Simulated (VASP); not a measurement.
Data:

```
CELL_PARAMETERS angstrom
      7.24888     0.00000     0.00000
      0.00000     7.24888     0.00000
      0.00000     0.00000     7.24888
ATOMIC_POSITIONS crystal
  B  0.49894 0.00084 0.00024
  B  0.74780 0.24969 0.00063
  B  0.74785 0.00116 0.24919
  B  0.00028 0.99950 0.99901
  B  0.25112 0.24853 0.00028
  B  0.49995 0.49744 0.00071
  B  0.75027 0.74926 0.99935
  B  0.25122 0.00083 0.24799
  B  0.75182 0.50154 0.24923
  B  0.50006 0.00134 0.49684
  B  0.75188 0.24983 0.50098
  B  0.75025 0.99988 0.74877
  B  0.99962 0.49989 0.99935
  B  0.24989 0.74989 0.99901
  B  0.00019 0.24974 0.24922
  B  0.25141 0.49748 0.24919
  B  0.50009 0.74988 0.24923
  B  0.99967 0.99992 0.49936
  B  0.25157 0.24982 0.49683
  B  0.50003 0.50163 0.50096
  B  0.74995 0.75069 0.49912
  B  0.24993 0.99959 0.74933
  B  0.50006 0.24986 0.74926
  B  0.74988 0.49965 0.75013
  B  0.00028 0.74986 0.24914
  B  0.00093 0.49969 0.49917
  B  0.25018 0.74933 0.49939
  B  0.00023 0.24968 0.74932
  B  0.25017 0.49997 0.74876
  B  0.49993 0.74995 0.74933
  B  0.00006 0.74971 0.74919
  N  0.63670 0.11301 0.11249
  N  0.87400 0.37519 0.12666
  N  0.87405 0.12725 0.37469
  N  0.12515 0.12518 0.12470
  N  0.36335 0.38625 0.11257
  N  0.62549 0.62365 0.12670
  N  0.87681 0.87387 0.12419
  N  0.36349 0.11326 0.38562
  N  0.87664 0.62639 0.37541
  N  0.62556 0.12730 0.62313
  N  0.87660 0.37592 0.62585
  N  0.87684 0.12468 0.87337
  N  0.12424 0.62651 0.12416
  N  0.37558 0.87491 0.12466
  N  0.12595 0.37522 0.37463
  N  0.37754 0.62380 0.37467
  N  0.62551 0.87575 0.37460
  N  0.12430 0.12478 0.62588
  N  0.37755 0.37529 0.62307
  N  0.62621 0.62641 0.62582
  N  0.87556 0.87555 0.62468
  N  0.37557 0.12527 0.87436
  N  0.62541 0.37516 0.87515
  N  0.87551 0.62518 0.87497
  N  0.12471 0.87438 0.37564
  N  0.12576 0.62529 0.62474
  N  0.37504 0.87406 0.62589
  N  0.12463 0.37618 0.87383
  N  0.37501 0.62650 0.87338
  N  0.62654 0.87438 0.87382
  N  0.12555 0.87522 0.87467
  O  0.63682 0.38658 0.38596
```
Cell charge +1.

All values below come from HSE06 screened hybrid, VASP's PBE PAW potentials (set 64) (plane waves; VASP). Run with PREC = Normal, LREAL = Auto, ISYM = 0, NELECT = 253.0, EDIFF = 1E-5, 400 eV cut-off, 1×1×1 Γ-centred mesh, Gaussian smearing of 0.050 eV, potentials B N O. Starting moments (MAGMOM): 63*0.0476. The cell's moment is fixed (NUPDOWN = 3).

The cell is charged, with a uniform compensating background. The supercell is sampled at Γ alone, which is coarse: total energies, pressure and levels can be off, energies of defects by several tenths of an eV.

Q: Estimate the cell moment, energy per atom (σ→0).

A: 
- cell moment = 3.00 μB
- energy per atom (σ→0) = -10.194 eV/atom

Q: Give the moment on each site (PAW-sphere projection).

A: 
| site | moment (μB) |
|---|---|
| B1 | -0.01 |
| B2 | -0.02 |
| B3 | -0.02 |
| B4 | -0.01 |
| B5 | -0.01 |
| B6 | -0.02 |
| B7 | -0.01 |
| B8 | -0.01 |
| B9 | 0.00 |
| B10 | -0.02 |
| B11 | 0.00 |
| B12 | -0.01 |
| B13 | -0.01 |
| B14 | -0.01 |
| B15 | 0.00 |
| B16 | -0.02 |
| B17 | 0.00 |
| B18 | -0.01 |
| B19 | -0.02 |
| B20 | 0.00 |
| B21 | 0.00 |
| B22 | -0.01 |
| B23 | 0.00 |
| B24 | 0.00 |
| B25 | 0.01 |
| B26 | 0.00 |
| B27 | -0.01 |
| B28 | 0.01 |
| B29 | -0.01 |
| B30 | 0.01 |
| B31 | 0.00 |
| N32 | 0.49 |
| N33 | 0.02 |
| N34 | 0.02 |
| N35 | 0.01 |
| N36 | 0.49 |
| N37 | 0.02 |
| N38 | 0.06 |
| N39 | 0.49 |
| N40 | 0.03 |
| N41 | 0.02 |
| N42 | 0.03 |
| N43 | 0.06 |
| N44 | 0.06 |
| N45 | 0.01 |
| N46 | 0.01 |
| N47 | 0.02 |
| N48 | 0.01 |
| N49 | 0.06 |
| N50 | 0.02 |
| N51 | 0.03 |
| N52 | 0.02 |
| N53 | 0.01 |
| N54 | 0.01 |
| N55 | 0.02 |
| N56 | 0.06 |
| N57 | 0.02 |
| N58 | 0.06 |
| N59 | 0.06 |
| N60 | 0.06 |
| N61 | 0.06 |
| N62 | 0.02 |
| O63 | 0.08 |

The cell is a supercell with a defect, built from BN (zinc blende): O_N-vac_B, charge +1. The cell's shape comes from a PBE relaxation.
